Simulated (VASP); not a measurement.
VASP runs on TaCo3 (space group Pm-3m) share one base input (PBEsol GGA, plane waves, VASP's PBE PAW potentials (set 64)) and change the settings named in each case.

**POSCAR**
```
TaCo3
1
    3.5397600000     0.0000000000     0.0000000000
    0.0000000000     3.5397600000     0.0000000000
    0.0000000000     0.0000000000     3.5397600000
Ta Co
1 3
Direct
  0.0000000000   0.0000000000   0.0000000000
  0.0000000000   0.5000000000   0.5000000000
  0.5000000000   0.0000000000   0.5000000000
  0.5000000000   0.5000000000   0.0000000000
```

### INCAR
```
ALGO=Normal
EDIFF=1E-6
ENCUT=300
GGA=PS
ISIF=2
ISMEAR=-1
ISPIN=2
LASPH=.TRUE.
LCHARG=.FALSE.
LMAXMIX=6
LORBIT=11
LREAL=.FALSE.
LWAVE=.FALSE.
NELM=100
PREC=Accurate
SIGMA=0.1
SYSTEM=TaCo3
```

### KPOINTS
```
Automatic mesh
0
Gamma
9 9 9
0 0 0
```

POTCAR, in this order: Ta_pv Co (PBE.64 set). Program: vasp_std. The INCAR's line for the spin-polarised start is left out here.

```csv
change,E(σ→0) (eV/atom),pressure (GPa),−TS (eV)
base run,-9.2080,11.97,-0.1223
"GGA removed, POTCAR Ta_pv Co (LDA.64 set)",-9.6495,…,…
"GGA_COMPAT = .FALSE., ISPIN removed, LNONCOLLINEAR = .TRUE., LSORBIT = .TRUE., another spin-polarised start, program vasp_ncl",-9.3932,…,…
KPOINTS 4×4×4 Γ-centred mesh,-9.2142,11.56,-0.1287
```

Problem. Some entries are withheld; supply them.

Solution. 
- GGA removed, POTCAR Ta_pv Co (LDA.64 set), pressure (GPa): 4.43
- GGA removed, POTCAR Ta_pv Co (LDA.64 set), −TS (eV): -0.1265
- GGA_COMPAT = .FALSE., ISPIN removed, LNONCOLLINEAR = .TRUE., LSORBIT = .TRUE., another spin-polarised start, program vasp_ncl, pressure (GPa): 11.80
- GGA_COMPAT = .FALSE., ISPIN removed, LNONCOLLINEAR = .TRUE., LSORBIT = .TRUE., another spin-polarised start, program vasp_ncl, −TS (eV): -0.1230

Energies of different potentials or functionals have different zeros.  The run has a spin-polarised start. Unless said otherwise, spin-orbit coupling is left out, though it shifts the bands of the heavy elements here. At 300 eV the pressure can carry a Pulay error.

Left out are runs that ran out of time, are held back, or changed the cell or the kind of run, fixed moments of cells without a moment, rows past the twelfth, gaps on odd meshes, pressures of charged cells and columns that move by less than the noise.

The structure comes from a computed database's TaCo3 entry; how it stands against other phases isn't given here. The cell was not relaxed at this level, its lattice was scaled by up to 2.5 %.
